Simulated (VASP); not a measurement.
The system is WS2.

```xyz
6
Lattice="3.1842 0.0000 0.0000 -1.5921 2.7576 0.0000 0.0000 0.0000 12.9783" Properties=species:S:1:pos:R:3 pbc="T T T"
W     0.0000    1.8384    3.2446
W     1.5921    0.9192    9.7337
S     0.0000    1.8384    8.1738
S     1.5921    0.9192    1.6846
S     0.0000    1.8384   11.2936
S     1.5921    0.9192    4.8045
```

The cell is a database's computed one.

- Program: VASP 6.6.1
- Task: relaxation of cell and atoms
- Functional: PBEsol
- Potentials or basis: VASP PAW PBE potentials, release 64 (W_sv, S)
- Cutoff: 600 eV
- k mesh: 12 × 12 × 2
- Occupations: gaussian, width 0.02 eV
- Spin: no spin polarisation

At the start: pressure -2.8 GPa; volume 18.99 Å³/atom.

Q: Where does the relaxation end?

A: Over 22 steps the energy falls by 5.3 meV/atom and the volume is 18.12 Å³/atom (-4.6 %); space group P6_3/mmc (No. 194, to 0.05 Å).

The path:
| step | energy change (eV) | largest force (eV/Å) | pressure (GPa) | volume (Å³) |
| --- | --- | --- | --- | --- |
| 1 | 0.0000 | 0.0927 | -2.78 | 113.96 |
| 2 | 0.0335 | 0.7214 | 5.54 | 108.61 |
| 3 | -0.0223 | 0.2097 | 0.25 | 111.85 |
| 4 | -0.0275 | 0.0542 | -0.18 | 111.48 |
| 5 | -0.0285 | 0.0184 | -0.07 | 111.58 |
| 6 | -0.0286 | 0.0251 | 0.00 | 111.47 |
| 7 | -0.0288 | 0.0454 | 0.22 | 111.14 |
| 8 | -0.0286 | 0.0866 | 0.67 | 110.47 |
| 9 | -0.0289 | 0.0561 | 0.34 | 110.97 |
| 10 | -0.0289 | 0.0556 | 0.33 | 110.96 |
| 11 | -0.0289 | 0.0541 | 0.33 | 110.93 |
| 12 | -0.0291 | 0.0511 | 0.32 | 110.87 |
| 13 | -0.0293 | 0.0451 | 0.31 | 110.75 |
| 14 | -0.0297 | 0.0332 | 0.27 | 110.51 |
| 15 | -0.0303 | 0.0097 | 0.21 | 110.03 |
| 16 | -0.0307 | 0.0357 | 0.11 | 109.08 |
| 17 | -0.0313 | 0.0266 | 0.05 | 108.89 |
| 18 | -0.0315 | 0.0152 | -0.03 | 108.66 |
| 19 | -0.0315 | 0.0162 | -0.02 | 108.67 |
| 20 | -0.0315 | 0.0019 | 0.06 | 108.68 |
| 21 | -0.0315 | 0.0009 | 0.07 | 108.68 |
| 22 | -0.0315 | 0.0002 | 0.03 | 108.75 |

Final structure:
```
CELL_PARAMETERS angstrom
3.14685 0.00000 0.00000
-1.57342 2.72525 0.00000
0.00000 0.00000 12.68069
ATOMIC_POSITIONS crystal
W 0.33333 0.66667 0.25000
W 0.66667 0.33333 0.75000
S 0.33333 0.66667 0.62633
S 0.66667 0.33333 0.12633
S 0.33333 0.66667 0.87367
S 0.66667 0.33333 0.37367
```

Caveat: the PAW data sets were made with another functional, which shifts forces and pressure a little; this functional lacks dispersion, which binds the layers, so the pressure and a relaxed spacing across them are unreliable.
